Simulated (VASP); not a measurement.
Calculation: TPSS meta-GGA, VASP's PBE PAW potentials (set 64) (plane waves; VASP).

VASP input:

INCAR:
```
# general
SYSTEM  = NaI
PREC    = Accurate
ENCUT   = 520
LREAL   = .FALSE.
LASPH   = .TRUE.

# electronic loop
EDIFF   = 1E-7
NELM    = 100
ALGO    = Normal
LMAXMIX = 4
LMIXTAU = .TRUE.

# smearing
ISMEAR  = 0
SIGMA   = 0.05

# functional
METAGGA = TPSS

# ions
ISIF    = 2

# output
LWAVE   = .FALSE.
LCHARG  = .FALSE.
```

File KPOINTS:
```
kpoints
0
Gamma
  7 7 7
0 0 0
```

### POSCAR
```
NaI
4.5193830
  0.0000000000   0.7071067317   0.7071067317
  0.7071067317   0.0000000000   0.7071067317
  0.7071067317   0.7071067317   0.0000000000
Na I
1 1
Cartesian
  0.0000000000   0.0000000000   0.0000000000
  0.7071067317   0.7071067317   0.7071067317
```

POTCAR, in this order: Na_pv I (PBE.64 set). Program: vasp_std.

The resulting files:

OSZICAR:
```
       N       E                     dE             d eps       ncg     rms          rms(c)
DAV:   1     0.700520501034E+02    0.70052E+02   -0.72039E+03   440   0.123E+03
DAV:   2    -0.822936286681E+01   -0.78281E+02   -0.73768E+02   481   0.254E+02
DAV:   3    -0.148435560224E+02   -0.66142E+01   -0.65724E+01   536   0.779E+01
DAV:   4    -0.150353905775E+02   -0.19183E+00   -0.19174E+00   542   0.136E+01
DAV:   5    -0.150404004851E+02   -0.50099E-02   -0.50098E-02   535   0.221E+00    0.169E+00
DAV:   6    -0.167877437228E+02   -0.17473E+01   -0.22026E+00   446   0.256E+01    0.121E+00
DAV:   7    -0.167808190302E+02    0.69247E-02   -0.39377E+01   440   0.983E+02    0.101E+00
DAV:   8    -0.168784825909E+02   -0.97664E-01   -0.47221E-01   440   0.959E+00    0.363E-01
DAV:   9    -0.168937816884E+02   -0.15299E-01   -0.19219E-02   476   0.137E+00    0.123E-01
DAV:  10    -0.168928604398E+02    0.92125E-03   -0.51115E-03   455   0.115E+00    0.118E-01
DAV:  11    -0.168727887866E+02    0.20072E-01   -0.28027E-02   440   0.215E+00    0.111E-01
DAV:  12    -0.168932573070E+02   -0.20469E-01   -0.62507E-03   440   0.106E+00    0.460E-02
DAV:  13    -0.168972061066E+02   -0.39488E-02   -0.43067E-03   452   0.800E-01    0.180E-02
DAV:  14    -0.168972744352E+02   -0.68329E-04   -0.82486E-05   503   0.113E-01    0.201E-02
DAV:  15    -0.168972788115E+02   -0.43763E-05   -0.39271E-06   488   0.195E-02    0.105E-02
DAV:  16    -0.168972843074E+02   -0.54960E-05   -0.33741E-06   461   0.202E-02    0.156E-03
DAV:  17    -0.168972834648E+02    0.84259E-06   -0.77662E-07   464   0.140E-02    0.484E-04
DAV:  18    -0.168972849057E+02   -0.14409E-05   -0.21909E-07   467   0.694E-03    0.183E-03
DAV:  19    -0.168972848539E+02    0.51805E-07   -0.14742E-08   268   0.209E-03
   1 F= -.16897285E+02 E0= -.16897285E+02  d E =-.458895E-19
```

File OUTCAR:
```
------------------------ aborting loop because EDIFF is reached ----------------------------------------
  FORCE on cell =-STRESS in cart. coord.  units (eV):
  Direction    XX          YY          ZZ          XY          YZ          ZX
  --------------------------------------------------------------------------------------
  Total        0.4236345      0.4236345      0.4236345     -0.0000000      0.0000000     -0.0000000
  in kB       10.3987124     10.3987124     10.3987124     -0.0000000      0.0000000     -0.0000000
  external PRESSURE =      10.3987124 kB  Pullay stress =       0.0000000 kB
  volume of cell :       65.27
      direct lattice vectors                 reciprocal lattice vectors
     0.000000000  3.195686143  3.195686143    -0.156460922  0.156460922  0.156460922
     3.195686143  0.000000000  3.195686143     0.156460922 -0.156460922  0.156460922
     3.195686143  3.195686143  0.000000000     0.156460922  0.156460922 -0.156460922
  FREE ENERGIE OF THE ION-ELECTRON SYSTEM (eV)
  ---------------------------------------------------
  free  energy   TOTEN  =       -16.8972848539 eV

  energy  without entropy=      -16.8972848539  energy(sigma->0) =      -16.89728485
```
(Selected blocks of OUTCAR.)

The compound is NaI in the rock salt structure. This cell is one point of a volume scan, at 0.94 of the reference volume.
